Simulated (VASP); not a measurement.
These are PBE GGA + U (Dudarev), VASP's PBE PAW potentials (set 64) (plane waves; VASP) values and carry that method's errors.

The input files of a VASP run:

### KPOINTS
```
Automatic mesh
0
Gamma
 11 12 11
```

**POSCAR**
```
FeAl
1
    2.9102120000     0.0000000000     0.0000000000
    0.0000000000     2.8524460000     0.0000000000
    0.0000000000     0.0000000000     2.8970010000
Al Fe
1 1
Direct
  0.5000000000   0.5000000000   0.5000000000
  0.0093600000   0.0000000000   0.0000000000
```

INCAR:
```
! general
SYSTEM   =FeAl
PREC     =Accurate
ENCUT    =400
LREAL    =.FALSE.
LASPH    =.TRUE.

! electronic loop
EDIFF    =1E-6
NELM     =100
ALGO     =Normal
LMAXMIX  =4

! smearing
ISMEAR   =1
SIGMA    =0.1

! functional
GGA      =PE

! DFT+U
LDAU     =.TRUE.
LDAUTYPE =2
LDAUL    =-1 2
LDAUU    =0 6.0
LDAUJ    =0 0
LDAUPRINT=1

! ions
ISIF     =2

! output
LWAVE    =.FALSE.
LCHARG   =.FALSE.
LORBIT   =10
```

POTCAR, in this order: Al Fe (PBE.64 set). Program: vasp_std.

**Question.** What does the run give for the energy per atom (σ→0), pressure, largest force, band gap (on the k-mesh)?

**Answer.** 
```yaml
energy per atom (σ→0): -3.347 eV/atom
band gap (on the k-mesh): none (metal, semimetal or under 0.01 eV)
pressure: -1.84 GPa
largest_force: 0.188 eV/Å
```

File OSZICAR:
```
...
DAV:  17    -0.669320135363E+01   -0.50953E-04   -0.29670E-04  5671   0.156E-01    0.143E-02
DAV:  18    -0.669324030735E+01   -0.38954E-04   -0.54836E-04  5592   0.211E-01    0.131E-02
DAV:  19    -0.669326756686E+01   -0.27260E-04   -0.53401E-04  5839   0.222E-01    0.131E-02
DAV:  20    -0.669331015338E+01   -0.42587E-04   -0.56674E-04  5483   0.223E-01    0.140E-02
DAV:  21    -0.669332406258E+01   -0.13909E-04   -0.50664E-04  5633   0.208E-01    0.106E-02
DAV:  22    -0.669332772627E+01   -0.36637E-05   -0.25675E-05  5872   0.460E-02    0.587E-03
DAV:  23    -0.669332796880E+01   -0.24253E-06   -0.21431E-06  2479   0.152E-02
   1 F= -.66933280E+01 E0= -.66934558E+01  d E =0.383507E-03
```

The compound is FeAl in the CsCl type structure. The cell was not relaxed at this level, atoms are displaced from their ideal sites. The run is one of a series of settings (LDAU = .TRUE., LDAUJ = 0 0, LDAUL = -1 2, LDAUTYPE = 2, LDAUU = 0 6.0 against the base run), some of them coarse on purpose. The run is not spin-polarised, so no magnetic state was tried. The electron count is odd and the run is not spin-polarised, which forces a metal.
